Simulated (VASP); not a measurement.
Here is the system:

```
CELL_PARAMETERS angstrom
      0.00000     3.30866     3.30866
      3.30866     0.00000     3.30866
      3.30866     3.30866     0.00000
ATOMIC_POSITIONS crystal
  Sr 0.00000 0.00000 0.00000
  Te 0.50000 0.50000 0.50000
```

Method: PBEsol GGA, VASP's PBE PAW potentials (set 64) (plane waves; VASP 6.6.1). Numerical set-up: 500 eV cut-off, 7×7×7 Γ-centred mesh, Gaussian smearing of 0.050 eV, potentials Sr_sv Te.

Question: Estimate the energy per atom (σ→0).

Answer: 
- energy per atom (σ→0): -4417 meV/atom

The structure was generated: SrTe was put into the rock salt type (Fm-3m), which need not be its known phase. It was relaxed first, which changed the volume by -22 %.
